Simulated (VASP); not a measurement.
Calculation: LDA (Ceperley-Alder, Perdew-Zunger), VASP's LDA PAW potentials (set 64) (plane waves; VASP).

VASP input:

File KPOINTS:
```
Automatic mesh
0
Gamma
7 7 5
0 0 0
```

POSCAR:
```
LiMg
1
    5.2234620000    -1.6206970000     0.0000000000
    5.2234620000     1.6206970000     0.0000000000
   -2.1059040000     0.0000000000     4.2073550000
Li Mg
2 2
Direct
  0.3667000000   0.3667000000   0.6164600000
  0.6333000000   0.6333000000   0.3835400000
  0.1154000000   0.1154000000   0.8645500000
  0.8846000000   0.8846000000   0.1354500000
```

**INCAR**
```
ALGO=Normal
EDIFF=1E-6
ENCUT=400
ISIF=2
ISMEAR=-1
LASPH=.TRUE.
LCHARG=.FALSE.
LREAL=.FALSE.
LWAVE=.FALSE.
NELM=100
PREC=Accurate
SIGMA=0.05
SYSTEM=LiMg
```

POTCAR, in this order: Li_sv Mg (LDA.64 set). Program: vasp_std.

Output

OUTCAR:
```
 ion  position               nearest neighbor table
   1  0.367  0.367  0.616-   3 2.83   3 2.83   4 2.86   4 2.86   4 2.87   4 2.87
   2  0.633  0.633  0.384-   4 2.83   4 2.83   3 2.86   3 2.86   3 2.87   3 2.87
   3  0.115  0.115  0.865-   1 2.83   1 2.83   2 2.86   2 2.86   2 2.87   2 2.87   4 2.99   4 2.99
                             4 3.19   4 3.19
   4  0.885  0.885  0.135-   2 2.83   2 2.83   1 2.86   1 2.86   1 2.87   1 2.87   3 2.99   3 2.99
                             3 3.19   3 3.19
  LATTYP: Found a base centered monoclinic cell.
 ALAT       =    10.4469240000
 B/A-ratio  =     0.3102725740
 C/A-ratio  =     0.4503681692
 COS(beta)  =    -0.4475921345
 Subroutine PRICEL returns:
 Original cell was already a primitive cell.
 Subroutine GETGRP returns: Found  4 space group operations
The static configuration has the point symmetry C_2h.
The dynamic configuration has the point symmetry C_2h.
 Subroutine INISYM returns: Found  4 space group operations
 Subroutine IBZKPT returns following result:
 Found     72 irreducible k-points:

 Following reciprocal coordinates:
            Coordinates               Weight
  0.000000  0.000000  0.000000      1.000000
  0.142857 -0.000000  0.000000      4.000000
  0.285714  0.000000  0.000000      4.000000
  0.428571  0.000000  0.000000      4.000000
  0.142857  0.142857  0.000000      2.000000
  0.285714  0.142857  0.000000      4.000000
  0.428571  0.142857  0.000000      4.000000
 -0.428571  0.142857  0.000000      4.000000
 -0.285714  0.142857 -0.000000      4.000000
 -0.142857  0.142857  0.000000      2.000000
  0.285714  0.285714  0.000000      2.000000
  0.428571  0.285714 -0.000000      4.000000
 -0.428571  0.285714  0.000000      4.000000
 -0.285714  0.285714  0.000000      2.000000
  0.428571  0.428571  0.000000      2.000000
 -0.428571  0.428571  0.000000      2.000000
  0.000000  0.000000  0.200000      2.000000
  0.142857 -0.000000  0.200000      4.000000
  0.285714  0.000000  0.200000      4.000000
  0.428571  0.000000  0.200000      4.000000
 -0.428571 -0.000000  0.200000      4.000000
 -0.285714  0.000000  0.200000      4.000000
 -0.142857  0.000000  0.200000      4.000000
  0.142857  0.142857  0.200000      2.000000
  0.285714  0.142857  0.200000      4.000000
  0.428571  0.142857  0.200000      4.000000
 -0.428571  0.142857  0.200000      4.000000
 -0.285714  0.142857  0.200000      4.000000
 -0.142857  0.142857  0.200000      4.000000
  0.285714  0.285714  0.200000      2.000000
  0.428571  0.285714  0.200000      4.000000
 -0.428571  0.285714  0.200000      4.000000
 -0.285714  0.285714  0.200000      4.000000
 -0.142857  0.285714  0.200000      4.000000
  0.428571  0.428571  0.200000      2.000000
 -0.428571  0.428571  0.200000      4.000000
 -0.285714  0.428571  0.200000      4.000000
 -0.142857  0.428571  0.200000      4.000000
 -0.428571 -0.428571  0.200000      2.000000
 -0.285714 -0.428571  0.200000      4.000000
   k-points           NKPTS =     72   k-points in BZ     NKDIM =     72   number of bands    NBANDS=      9
   number of dos      NEDOS =    301   number of ions     NIONS =      4
   total plane-waves  NPLWV =  41472
   dimension x,y,z NGX =    36 NGY =   36 NGZ =   32
   dimension x,y,z NGXF=    72 NGYF=   72 NGZF=   64
   ions per type =               2   2
   PREC   = accura    normal or accurate (medium, high low for compatibility)
   ISTART =      0    job   : 0-new  1-cont  2-samecut
   ICHARG =      2    charge: 1-file 2-atom 10-const
   ISPIN  =      1    spin polarized calculation?
   LNONCOLLINEAR =      F non collinear calculations
   LSORBIT =      F    spin-orbit coupling
...
```

OSZICAR:
```
       N       E                     dE             d eps       ncg     rms          rms(c)
DAV:   1     0.131177047836E+02    0.13118E+02   -0.41884E+03  1296   0.836E+02
DAV:   2    -0.399101775561E+01   -0.17109E+02   -0.16764E+02  1577   0.112E+02
DAV:   3    -0.810347432588E+01   -0.41125E+01   -0.41012E+01  2364   0.448E+01
DAV:   4    -0.820795883062E+01   -0.10448E+00   -0.10443E+00  1622   0.903E+00
DAV:   5    -0.821022583355E+01   -0.22670E-02   -0.22668E-02  1997   0.123E+00    0.144E+00
DAV:   6    -0.808293920384E+01    0.12729E+00   -0.16014E-01  1497   0.131E+00    0.820E-01
DAV:   7    -0.803675603633E+01    0.46183E-01   -0.13962E-01  1623   0.122E+00    0.227E-01
DAV:   8    -0.803463934315E+01    0.21167E-02   -0.48691E-03  1586   0.499E-01    0.213E-02
DAV:   9    -0.803463762937E+01    0.17138E-05   -0.12739E-04  1954   0.967E-02    0.101E-02
DAV:  10    -0.803463524497E+01    0.23844E-05   -0.57905E-06  1731   0.158E-02    0.152E-03
DAV:  11    -0.803463515932E+01    0.85653E-07   -0.17613E-07   884   0.322E-03
   1 F= -.80346352E+01 E0= -.80273676E+01  d E =-.145352E-01
```

OUTCAR:
```
------------------------ aborting loop because EDIFF is reached ----------------------------------------
  FORCE on cell =-STRESS in cart. coord.  units (eV):
  Direction    XX          YY          ZZ          XY          YZ          ZX
  --------------------------------------------------------------------------------------
  Total        0.2757064      0.0022106     -0.1282540      0.0000000      0.0000000      0.1605274
  in kB        6.2009473      0.0497182     -2.8845762      0.0000000      0.0000000      3.6104410
  external PRESSURE =       1.1220298 kB  Pullay stress =       0.0000000 kB
  volume of cell :       71.24
      direct lattice vectors                 reciprocal lattice vectors
     5.223462000 -1.620697000  0.000000000     0.095721956 -0.308509240  0.047911633
     5.223462000  1.620697000  0.000000000     0.095721956  0.308509240  0.047911633
    -2.105904000  0.000000000  4.207355000     0.000000000  0.000000000  0.237679017
 POSITION                                       TOTAL-FORCE (eV/Angst)
 -----------------------------------------------------------------------------------
      2.53268      0.00000      2.59367        -0.017074      0.000000      0.007206
      5.80834      0.00000      1.61369         0.017074      0.000000     -0.007206
     -0.61508      0.00000      3.63747         0.001359      0.000000      0.018399
      8.95610      0.00000      0.56989        -0.001359      0.000000     -0.018399
 -----------------------------------------------------------------------------------
    total drift:                                0.000000      0.000000      0.000000
  FREE ENERGIE OF THE ION-ELECTRON SYSTEM (eV)
  ---------------------------------------------------
  free  energy   TOTEN  =        -8.0346351593 eV

  energy  without entropy=       -8.0200999528  energy(sigma->0) =       -8.02736756
```
(Selected blocks of OUTCAR.)

At this cut-off the stress carries a Pulay error, which pulls relaxed volumes low.

The structure comes from a computed database's LiMg entry; how it stands against other phases isn't given here. The cell was not relaxed at this level, and its volume differs by -5.9 % from the start's.
